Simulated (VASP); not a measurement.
# Vibrations of GaSb: a test of the settings, part 2 of 2

How far do the zone-centre frequencies of GaSb depend on the numerical settings? The starting structure is a measured crystal structure from the Crystallography Open Database.

VASP 6.6.1.

Results so far: reference T2 225.3 cm⁻¹; a 6×6×6 mesh T2 219.9 cm⁻¹; a cutoff of 280 eV T2 226.6 cm⁻¹.

The database entry behind the starting cell differs from later determinations by our own check (about 0.4 % long), so it need not match the best structure at ambient conditions.

### 5. Modes with a 14×14×14 mesh

Level of this step: LDA; plane waves and PAW (Sb, Ga_d) (VASP).

Against step 2 the input has a 14×14×14 mesh.

File INCAR:

```
SYSTEM = GaSb
PREC = Accurate
ENCUT = 450
EDIFF = 1E-08
NELM = 100
ISMEAR = 1
SIGMA = 0.15
LREAL = .FALSE.
ALGO = Normal
GGA = CA
NBANDS = 15
LORBIT = 11
LWAVE = .FALSE.
LCHARG = .FALSE.
KPAR = 2
IBRION = 8
ISIF = 2
```

File POSCAR:

```
GaSb
1.0
    0.0000000000      3.0268763562      3.0268763562
    3.0268763562      0.0000000000      3.0268763562
    3.0268763562      3.0268763562      0.0000000000
Sb Ga
1 1
Direct
    0.7500000000      0.7500000000      0.7500000000
    0.0000000000      0.0000000000      0.0000000000
```

File KPOINTS:

```
Automatic mesh
0
Gamma
14 14 14
0 0 0
```

The projector-augmented-wave data sets are Sb and Ga_d (LDA family, release 64).

Launch:

```
$ mpirun -np 2 vasp_std
```

The program printed:

```text
[... set-up lines as in an earlier step ...]
 entering main loop
       N       E                     dE             d eps       ncg     rms          rms(c)
DAV:   1     0.779772134682E+02    0.77977E+02   -0.81366E+03  3136   0.136E+03
DAV:   2    -0.272785596644E+01   -0.80705E+02   -0.78004E+02  3687   0.287E+02
DAV:   3    -0.869398651820E+01   -0.59661E+01   -0.59515E+01  3715   0.663E+01
DAV:   4    -0.879941093463E+01   -0.10542E+00   -0.10541E+00  3839   0.994E+00
[...]
DAV:  11    -0.867401493755E+01   -0.22371E-05   -0.43768E-06  3653   0.194E-02    0.521E-03
DAV:  12    -0.867401490663E+01    0.30913E-07   -0.22516E-07  3918   0.351E-03    0.117E-03
DAV:  13    -0.867401491552E+01   -0.88830E-08   -0.20483E-08  3862   0.125E-03
   1 F= -.86740149E+01 E0= -.86740650E+01  d E =0.150198E-03
 Linear response reoptimize wavefunctions to high precision
DAV:   1    -0.867401491559E+01   -0.73669E-10   -0.82576E-10  3100   0.403E-04
 Linear response DOF=           2
 Linear response progress:
  Degree of freedom:   1/  2
[...]
RMM:  13    -0.264736985018E-01   -0.18817E-07   -0.22099E-09 19197   0.117E-05    0.210E-07
RMM:  14    -0.264736744541E-01    0.24048E-07   -0.23593E-09 13945   0.993E-06    0.137E-07
RMM:  15    -0.264736870648E-01   -0.12611E-07   -0.24593E-09 12748   0.941E-06    0.537E-08
 first order change of Fermi-energy   0.17684E-03
 force on displaced ion       1 direction 1 :  -8.281  -0.000  -0.000
 Linear response progress:
  Degree of freedom:   2/  2
       N       E                     dE             d eps       ncg     rms          rms(c)
RMM:   1    -0.168293867121E+00   -0.16829E+00    0.94774E-02 15948   0.849E+00
RMM:   2    -0.166757545947E+00    0.15363E-02   -0.27456E-02 23905   0.136E+00    0.406E-02
RMM:   3    -0.166908584047E+00   -0.15104E-03   -0.36869E-03 24770   0.443E-01    0.265E-02
RMM:   4    -0.166842231419E+00    0.66353E-04   -0.16440E-03 27184   0.215E-01    0.147E-02
[...]
RMM:  13    -0.166868907731E+00   -0.48111E-07   -0.51205E-08 26786   0.149E-04    0.342E-06
RMM:  14    -0.166868932657E+00   -0.24926E-07   -0.40242E-09 27017   0.886E-05    0.185E-06
RMM:  15    -0.166868932461E+00    0.19555E-09   -0.73140E-08 26364   0.583E-05    0.299E-07
 first order change of Fermi-energy   0.82564E-05
 force on displaced ion       2 direction 1 :  -8.242  -0.000  -0.000
 Linear response finished
```

Run time: 11 min. Hardware: 2 MPI ranks of AMD EPYC 7R43, shared host; peak memory 1.3 GiB; 22 min of CPU time.

From OUTCAR (step 5):

```text
  Total        0.0032800      0.0032800      0.0032800      0.0000000      0.0000000     -0.0000000
  in kB        0.0947491      0.0947491      0.0947491      0.0000000      0.0000000     -0.0000000
  external PRESSURE =       0.0947491 kB  Pullay stress =       0.0000000 kB

 POSITION                                       TOTAL-FORCE (eV/Angst)
 -----------------------------------------------------------------------------------
      4.54031      4.54031      4.54031        -0.000000     -0.000000      0.000000
      0.00000      0.00000      0.00000         0.000000      0.000000      0.000000
 -----------------------------------------------------------------------------------
    total drift:                                0.000000      0.000000     -0.000000

[... 1 part as in an earlier step ...]

[... 1 further part left out ...]
```

With a 14×14×14 mesh the mode is T2 225.0 cm⁻¹, -0.3 cm⁻¹ from the reference.

### 6. Modes with finite displacements

Against step 2 the input has IBRION = 6, NFREE = 2 and POTIM = 0.015 (also changed: NSW).

Edit INCAR of step 5 so:

```diff
@@ -15,3 +15,6 @@
 KPAR = 2
-IBRION = 8
+IBRION = 6
+NFREE = 2
+POTIM = 0.015
+NSW = 1
 ISIF = 2
```

POSCAR is that of step 5.

File KPOINTS:

```
Automatic mesh
0
Gamma
10 10 10
0 0 0
```

Launch:

```
$ mpirun -np 2 vasp_std
```

The program printed:

```text
[... set-up lines as in an earlier step ...]
 entering main loop
       N       E                     dE             d eps       ncg     rms          rms(c)
[... 13 cycles as in an earlier step ...]
   1 F= -.86719153E+01 E0= -.86720280E+01  d E =0.338087E-03
[...]
2 F= -.86709810E+01 E0= -.86710864E+01  d E =0.316234E-03
[...]
3 F= -.86709810E+01 E0= -.86710864E+01  d E =0.316241E-03
[...]
4 F= -.86709879E+01 E0= -.86710933E+01  d E =0.316247E-03
[...]
5 F= -.86709878E+01 E0= -.86710932E+01  d E =0.316237E-03
 Finite differences progress:
  Degree of freedom:   2/  2
  Displacement:        2/  2
  Total:               4/  4
```

Run time: 3.1 min. Hardware: 2 MPI ranks; peak memory 0.55 GiB.

OUTCAR, selected parts (step 6):

```text
  Total       -0.0004363      0.0014341      0.0014341      0.0000000      0.1134221      0.0000000
  in kB       -0.0126027      0.0414255      0.0414255      0.0000000      3.2763792      0.0000000
  external PRESSURE =       0.0234161 kB  Pullay stress =       0.0000000 kB

 POSITION                                       TOTAL-FORCE (eV/Angst)
 -----------------------------------------------------------------------------------
      4.54031      4.54031      4.54031        -0.124319      0.000000      0.000000
     -0.01500      0.00000      0.00000         0.124319     -0.000000     -0.000000
 -----------------------------------------------------------------------------------
    total drift:                               -0.000731      0.000000     -0.000000

  FREE ENERGIE OF THE ION-ELECTRON SYSTEM (eV)
  ---------------------------------------------------
  free  energy   TOTEN  =        -8.6709878294 eV

  energy  without entropy=       -8.6713040667  energy(sigma->0) =       -8.67109324

[... 2 parts as in an earlier step ...]

[... 1 further part left out ...]
[key lines of the parts left out:]
E-fermi :   5.0525
```

The last energy, forces and stress in OUTCAR belong to the last displaced cell, not to that of POSCAR.

With finite displacements the mode is T2 225.6 cm⁻¹, +0.3 cm⁻¹ from the reference.

### 7. The runs compared

| run | T2 | method | core minutes |
| --- | --- | --- | --- |
| reference | 225.3 | perturbation theory | 10.4 |
| a 6×6×6 mesh | 219.9 | perturbation theory | 2.03 |
| a cutoff of 280 eV | 226.6 | perturbation theory | 3.77 |
| a 14×14×14 mesh | 225.0 | perturbation theory | 22.4 |
| finite displacements | 225.6 | finite displacements | 6.1 |

Modes are in cm⁻¹, degenerate ones as one, matched between runs by symmetry and order. A number in brackets counts the listed modes of one symmetry from the lowest. The symmetry labels come from an automatic analysis and can be wrong where levels nearly coincide. Core minutes are wall time times ranks of the run shown, on a shared host.

### 8. Summary of results

| Property | Result |
| --- | --- |
| T2, reference | 225.3 cm⁻¹ |
| T2, a 6×6×6 mesh | 219.9 cm⁻¹ |
| T2, a cutoff of 280 eV | 226.6 cm⁻¹ |
| T2, a 14×14×14 mesh | 225.0 cm⁻¹ |
| T2, finite displacements | 225.6 cm⁻¹ |

**Reading.** The largest change comes with a 6×6×6 mesh: -5.4 cm⁻¹ in T2. On finer settings the modes change by up to -0.3 cm⁻¹ in T2 with a 14×14×14 mesh. Other changes move the modes by more: -5.4 cm⁻¹ in T2 with a 6×6×6 mesh and +1.3 cm⁻¹ in T2 with a cutoff of 280 eV. The frequencies are harmonic, and the splitting of polar modes by their long-range field is left out. Further runs on this material are not shown.

[Lines on the potential files, build, host, timing and source positions are cut from VASP's logs without a mark.]

[Logs are printed without paths, hosts, clocks, repeated set-up lines and the standing remarks that a program may print on its own settings, such as how far it seeks lower states.]

[Hosts, paths, dates, database ids (printed as entryN), source tags and the programs' standing remarks are cut or masked in the printed files.]
